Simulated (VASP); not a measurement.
These are PBEsol GGA, VASP's PBE PAW potentials (set 64) (plane waves; VASP) values and carry that method's errors.

Input for VASP

**INCAR**
```
SYSTEM  =  TiC
PREC  =  Accurate; ENCUT  =  530; LREAL  =  .False.
LASPH  =  .True.
EDIFF  =  1E-6; NELM  =  100; ALGO  =  Normal
LMAXMIX  =  4
ISMEAR  =  1; SIGMA  =  0.1
GGA  =  PS
IBRION  =  2; NSW  =  60; ISIF  =  3
EDIFFG  =  -0.01
LWAVE  =  .False.; LCHARG  =  .False.
```

File KPOINTS:
```
Regular mesh
0
Gamma
  13 13 13
0 0 0
```

POSCAR:
```
TiC
1.0
  0.0000000000   2.1650000000   2.1650000000
  2.1650000000   0.0000000000   2.1650000000
  2.1650000000   2.1650000000   0.0000000000
Ti C
1 1
Cartesian
  0.0000000000   0.0000000000   0.0000000000
  2.1650000000   2.1650000000   2.1650000000
```

POTCAR, in this order: Ti_sv C (PBE.64 set). Program: vasp_std.

Problem. What will the output report for the number of irreducible k-points (NKPTS), largest plane-wave count, number of space-group operations, FFT grid (NGX, NGY, NGZ)?

Solution. 
The number of irreducible k-points (NKPTS) comes out as 84, the largest plane-wave count comes out as 572 and the number of space-group operations is 48. The FFT grid (NGX, NGY, NGZ) comes out as 24 × 24 × 24.

The compound is TiC in the rock salt structure. This run relaxes it. Symmetry was kept, so distortions that lower it aren't found.
